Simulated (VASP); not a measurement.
Output of a VASP run:

File OUTCAR:
```
 ion  position               nearest neighbor table
   1  0.000  0.000  0.000-   2 2.30   2 2.30   2 2.30   2 2.30   2 2.30   2 2.30
   2  0.500  0.500  0.500-   1 2.30   1 2.30   1 2.30   1 2.30   1 2.30   1 2.30
  LATTYP: Found a face centered cubic cell.
 ALAT       =     4.6015956788
 Subroutine PRICEL returns:
 Original cell was already a primitive cell.
 Subroutine GETGRP returns: Found 48 space group operations
The static configuration has the point symmetry O_h .
The dynamic configuration has the point symmetry O_h .
 Subroutine INISYM returns: Found 48 space group operations
 Subroutine IBZKPT returns following result:
 Found     84 irreducible k-points:

 Following reciprocal coordinates:
            Coordinates               Weight
  0.000000  0.000000  0.000000      1.000000
  0.076923  0.000000  0.000000      8.000000
  0.153846  0.000000  0.000000      8.000000
  0.230769  0.000000  0.000000      8.000000
  0.307692  0.000000  0.000000      8.000000
  0.384615  0.000000  0.000000      8.000000
  0.461538  0.000000  0.000000      8.000000
  0.076923  0.076923  0.000000      6.000000
  0.153846  0.076923  0.000000     24.000000
  0.230769  0.076923  0.000000     24.000000
  0.307692  0.076923  0.000000     24.000000
  0.384615  0.076923  0.000000     24.000000
  0.461538  0.076923  0.000000     24.000000
 -0.461538  0.076923  0.000000     24.000000
 -0.384615  0.076923  0.000000     24.000000
 -0.307692  0.076923  0.000000     24.000000
 -0.230769  0.076923  0.000000     24.000000
 -0.153846  0.076923  0.000000     24.000000
 -0.076923  0.076923  0.000000     12.000000
  0.153846  0.153846  0.000000      6.000000
  0.230769  0.153846  0.000000     24.000000
  0.307692  0.153846  0.000000     24.000000
  0.384615  0.153846  0.000000     24.000000
  0.461538  0.153846  0.000000     24.000000
 -0.461538  0.153846  0.000000     24.000000
 -0.384615  0.153846  0.000000     24.000000
 -0.307692  0.153846  0.000000     24.000000
 -0.230769  0.153846  0.000000     24.000000
 -0.153846  0.153846  0.000000     12.000000
  0.230769  0.230769  0.000000      6.000000
  0.307692  0.230769  0.000000     24.000000
  0.384615  0.230769  0.000000     24.000000
  0.461538  0.230769  0.000000     24.000000
 -0.461538  0.230769  0.000000     24.000000
 -0.384615  0.230769  0.000000     24.000000
 -0.307692  0.230769  0.000000     24.000000
 -0.230769  0.230769  0.000000     12.000000
  0.307692  0.307692  0.000000      6.000000
  0.384615  0.307692  0.000000     24.000000
  0.461538  0.307692  0.000000     24.000000
   k-points           NKPTS =     84   k-points in BZ     NKDIM =     84   number of bands    NBANDS=     12
   number of dos      NEDOS =    301   number of ions     NIONS =      2
   total plane-waves  NPLWV =  13824
   dimension x,y,z NGX =    24 NGY =   24 NGZ =   24
   dimension x,y,z NGXF=    48 NGYF=   48 NGZF=   48
   ions per type =               1   1
   PREC   = accura    normal or accurate (medium, high low for compatibility)
   ISTART =      0    job   : 0-new  1-cont  2-samecut
   ICHARG =      2    charge: 1-file 2-atom 10-const
   ISPIN  =      1    spin polarized calculation?
   LNONCOLLINEAR =      F non collinear calculations
   LSORBIT =      F    spin-orbit coupling
   INIWAV =      1    electr: 0-lowe 1-rand  2-diag
   ENCUT  =  520.0 eV  38.22 Ry    6.18 a.u.   6.05  6.05  6.05*2*pi/ulx,y,z
   NELM   =    100;   NELMIN=  2; NELMDL= -5     # of ELM steps
   EDIFF  = 0.1E-06   stopping-criterion for ELM
   LREAL  =      F    real-space projection
   NLSPLINE    = F    spline interpolate recip. space projectors
   LMAXMIX     =    4 max onsite mixed and CHGCAR
   VOSKOWN=      0    Vosko Wilk Nusair interpolation
   EDIFFG = 0.1E-05   stopping-criterion for IOM
   NSW    =      0    number of steps for IOM
   NBLOCK =      1;   KBLOCK =      1    inner block; outer block
   IBRION =     -1    ionic relax: 0-MD 1-quasi-New 2-CG
...
```

**OSZICAR**
```
...
DAV:   3    -0.271296382839E+06   -0.86981E+04   -0.89008E+04  3560   0.621E+04
DAV:   4    -0.271772884396E+06   -0.47650E+03   -0.82513E+03  3788   0.852E+03
DAV:   5    -0.271428497615E+06    0.34439E+03   -0.12997E+03  3804   0.206E+03    0.489E+01
DAV:   6    -0.764284654478E+01    0.27142E+06   -0.57201E+03  2316   0.243E+02    0.981E+00
DAV:   7    -0.929090020149E+01   -0.16481E+01   -0.17062E+01  2452   0.441E+01    0.687E+00
DAV:   8    -0.943324077388E+01   -0.14234E+00   -0.31242E+00  2364   0.158E+01    0.404E+00
DAV:   9    -0.961668794760E+01   -0.18345E+00   -0.22658E-01  2660   0.408E+00    0.307E+00
DAV:  10    -0.297906563907E+06   -0.29790E+06   -0.19483E+06  2776   0.695E+06    0.108E+02
DAV:  11    -0.693425470807E+01    0.29790E+06   -0.20878E+03  2396   0.155E+02    0.126E+00
DAV:  12    -0.905976635401E+01   -0.21255E+01   -0.10360E+01  2620   0.122E+01    0.929E-01
DAV:  13    -0.904448962496E+01    0.15277E-01   -0.26709E+00  2424   0.819E+00    0.848E-01
DAV:  14    -0.947016398545E+01   -0.42567E+00   -0.42644E-01  2292   0.641E+00    0.582E-01
DAV:  15    -0.991814919613E+01   -0.44799E+00   -0.22878E-01  2888   0.437E+00    0.997E-01
DAV:  16    -0.994106687078E+01   -0.22918E-01   -0.86473E-02  2116   0.474E+00    0.992E-01
DAV:  17    -0.998612548110E+01   -0.45059E-01   -0.62871E-02  2032   0.383E+00    0.869E-01
DAV:  18    -0.999269973493E+01   -0.65743E-02   -0.46194E-03  2184   0.715E-01    0.554E-01
DAV:  19    -0.999370843380E+01   -0.10087E-02   -0.58597E-04  2804   0.210E-01    0.422E-01
DAV:  20    -0.999325697630E+01    0.45146E-03   -0.17598E-04  2608   0.151E-01    0.440E-01
DAV:  21    -0.999367912867E+01   -0.42215E-03   -0.18905E-04  2180   0.154E-01    0.497E-01
DAV:  22    -0.999359302543E+01    0.86103E-04   -0.62043E-05  2672   0.594E-02    0.511E-01
DAV:  23    -0.999341473340E+01    0.17829E-03   -0.11182E-04  2276   0.791E-02    0.517E-01
DAV:  24    -0.999336097830E+01    0.53755E-04   -0.14522E-04  2348   0.810E-02    0.508E-01
DAV:  25    -0.999335395312E+01    0.70252E-05   -0.42303E-06  2288   0.202E-02    0.509E-01
DAV:  26    -0.999333133473E+01    0.22618E-04   -0.12774E-06  2424   0.109E-02    0.508E-01
DAV:  27    -0.999335635451E+01   -0.25020E-04   -0.22702E-05  2352   0.287E-02    0.524E-01
DAV:  28    -0.999337152006E+01   -0.15166E-04   -0.45516E-06  2716   0.159E-02    0.527E-01
DAV:  29    -0.999336455924E+01    0.69608E-05   -0.47946E-07  2368   0.586E-03    0.528E-01
DAV:  30    -0.999336426795E+01    0.29129E-06   -0.13929E-08  1044   0.114E-03    0.528E-01
DAV:  31    -0.999336883907E+01   -0.45711E-05   -0.36665E-08  1044   0.171E-03    0.527E-01
DAV:  32    -0.999338206147E+01   -0.13222E-04   -0.13847E-06  2116   0.147E-02    0.459E-01
DAV:  33    -0.999337777807E+01    0.42834E-05   -0.34646E-06  2316   0.206E-02    0.387E-01
DAV:  34    -0.999338187802E+01   -0.40999E-05   -0.33784E-06  2736   0.191E-02    0.322E-01
DAV:  35    -0.999341488954E+01   -0.33012E-04   -0.28461E-06  2144   0.173E-02    0.221E-01
DAV:  36    -0.999344138010E+01   -0.26491E-04   -0.46567E-06  2244   0.235E-02    0.124E-01
DAV:  37    -0.999345134391E+01   -0.99638E-05   -0.23293E-06  2404   0.157E-02    0.584E-02
DAV:  38    -0.999345364980E+01   -0.23059E-05   -0.81942E-07  2532   0.977E-03    0.235E-02
DAV:  39    -0.999345412802E+01   -0.47822E-06   -0.38592E-07  2340   0.515E-03    0.769E-03
DAV:  40    -0.999345448208E+01   -0.35406E-06   -0.60378E-08  1024   0.302E-03    0.132E-03
DAV:  41    -0.999345457403E+01   -0.91948E-07   -0.72327E-08  1028   0.198E-03
   1 F= -.99934546E+01 E0= -.99933987E+01  d E =-.167495E-03
```

OUTCAR:
```
------------------------ aborting loop because EDIFF is reached ----------------------------------------
  FORCE on cell =-STRESS in cart. coord.  units (eV):
  Direction    XX          YY          ZZ          XY          YZ          ZX
  --------------------------------------------------------------------------------------
  Total        2.4137086      2.4137086      2.4137086      0.0000000     -0.0000000     -0.0000000
  in kB      158.7559606    158.7559606    158.7559606      0.0000000     -0.0000000     -0.0000000
  external PRESSURE =     158.7559606 kB  Pullay stress =       0.0000000 kB
  volume of cell :       24.36
      direct lattice vectors                 reciprocal lattice vectors
     0.000000000  2.300797839  2.300797839    -0.217315920  0.217315920  0.217315920
     2.300797839  0.000000000  2.300797839     0.217315920 -0.217315920  0.217315920
     2.300797839  2.300797839  0.000000000     0.217315920  0.217315920 -0.217315920
 POSITION                                       TOTAL-FORCE (eV/Angst)
 -----------------------------------------------------------------------------------
      0.00000      0.00000      0.00000        -0.000000      0.000000     -0.000000
      2.30080      2.30080      2.30080         0.000000     -0.000000      0.000000
 -----------------------------------------------------------------------------------
    total drift:                                0.000000     -0.000000     -0.000000
  FREE ENERGIE OF THE ION-ELECTRON SYSTEM (eV)
  ---------------------------------------------------
  free  energy   TOTEN  =        -9.9934545740 eV

  energy  without entropy=       -9.9932870787  energy(sigma->0) =       -9.99339874
```
(Selected blocks of OUTCAR.)

**POSCAR**
```
ZrC
1
    0.0000000000     2.3007978394     2.3007978394
    2.3007978394     0.0000000000     2.3007978394
    2.3007978394     2.3007978394     0.0000000000
Zr C
1 1
Direct
  0.0000000000   0.0000000000   0.0000000000
  0.5000000000   0.5000000000   0.5000000000
```

Problem. Reconstruct the remaining input files.

Solution. Several could match; the one computed here: the input of the run itself, revTPSS meta-GGA, plane waves, VASP's PBE PAW potentials (set 64).

### KPOINTS
```
Regular mesh
0
gamma
  13 13 13
```

### INCAR
```
SYSTEM = ZrC
PREC = Accurate; ENCUT = 520; LREAL = F
LASPH = T
EDIFF = 1E-7; NELM = 100; ALGO = Normal
LMAXMIX = 4; LMIXTAU = T
ISMEAR = 1; SIGMA = 0.1
METAGGA = RTPSS
ISIF = 2
LWAVE = F; LCHARG = F
```

POTCAR, in this order: Zr_sv C (PBE.64 set). Program: vasp_std.

The compound is ZrC in the rock salt structure. This cell is one point of a volume scan, at 0.94 of the reference volume.
